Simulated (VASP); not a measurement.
An input for Quantum ESPRESSO's pw.x (written as the equivalent of a VASP run, and not itself run):

```
&CONTROL
  calculation = 'scf'
  pseudo_dir = './pseudo'
  outdir = './out'
  tprnfor = .true.
  tstress = .true.
/
&SYSTEM
  ibrav = 0
  nat = 1
  ntyp = 1
  ecutwfc = 68
  occupations = 'smearing'
  smearing = 'gaussian'
  degauss = 0.003675
  input_dft = 'pbe'
  vdw_corr = 'grimme-d3'
  dftd3_version = 3
  dftd3_threebody = .false.
/
&ELECTRONS
  conv_thr = 7.3e-09
  electron_maxstep = 100
/
ATOMIC_SPECIES
  Sr 87.620 Sr.upf
CELL_PARAMETERS angstrom
     0.0000000    3.0499104    3.0499104
     3.0499104    0.0000000    3.0499104
     3.0499104    3.0499104    0.0000000
ATOMIC_POSITIONS crystal
  Sr   0.0000000  0.0000000  0.0000000
K_POINTS automatic
  8 8 8 0 0 0
```

Problem. Translate this input to VASP (INCAR, KPOINTS, POSCAR, choice of POTCAR).

Solution. This is not unique; one that fits is 
**KPOINTS**
```
Automatic mesh
0
Gamma
8 8 8
0 0 0
```

INCAR:
```
ALGO = Normal
EDIFF = 1E-7
ENCUT = 520
GGA = PE
ISIF = 2
ISMEAR = 0
IVDW = 11
LASPH = .TRUE.
LCHARG = .FALSE.
LMAXMIX = 4
LREAL = .FALSE.
LWAVE = .FALSE.
NELM = 100
PREC = Accurate
SIGMA = 0.05
SYSTEM = Sr
```

File POSCAR:
```
Sr
1
    0.0000000000     3.0499104019     3.0499104019
    3.0499104019     0.0000000000     3.0499104019
    3.0499104019     3.0499104019     0.0000000000
Sr
1
Direct
  0.0000000000   0.0000000000   0.0000000000
```

POTCAR, in this order: Sr_sv (PBE.64 set). Program: vasp_std.

The two are equivalent in intent, not identical: the potentials are each code's own (VASP's PAW set, PseudoDojo norm-conserving files in pw.x), so ENCUT and ecutwfc are chosen apart and not converted; conv_thr bounds pw.x's estimated SCF error, while EDIFF bounds the energy change between steps.

The compound is Sr in the fcc structure. This cell is one point of a volume scan, at 1.06 of the reference volume.
